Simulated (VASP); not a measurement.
Data:

```xyz
8
Lattice="5.4978 0.0000 0.0000 0.0000 3.0467 0.0000 0.0000 0.0000 6.3293" Properties=species:S:1:pos:R:3 pbc="T T T"
Si     1.0182     0.7617     2.8066
Si     4.4796     2.2851     3.5227
Si     1.7307     2.2851     5.9713
Si     3.7671     0.7617     0.3581
Rh     0.0172     0.7617     5.0516
Rh     5.4806     2.2851     1.2777
Rh     2.7317     2.2851     1.8870
Rh     2.7661     0.7617     4.4424
```

Calculation: LDA (Ceperley-Alder, Perdew-Zunger), VASP's LDA PAW potentials (set 64) (plane waves; VASP). Run with 400 eV cut-off, 6×11×6 Γ-centred mesh, tetrahedra with Blöchl corrections, potentials Si Rh_pv.

The cores are frozen, which limits the accuracy of field gradients.

**Question.** Give the principal components of the electric field gradient (V/Å²) and the asymmetry η at each nucleus.

**Answer.** 
```csv
atom,Vxx,Vyy,Vzz,η
Si1,26.2,6.8,-33.0,0.59
Si2,26.2,6.8,-33.0,0.59
Si3,26.2,6.8,-33.0,0.59
Si4,26.2,6.8,-33.0,0.59
Rh5,-60.1,-13.7,73.8,0.63
Rh6,-60.1,-13.7,73.8,0.63
Rh7,-60.1,-13.7,73.8,0.63
Rh8,-60.1,-13.7,73.8,0.63
```

The structure comes from a computed database's SiRh entry (Pnma); how it stands against other phases isn't given here. It was relaxed first.
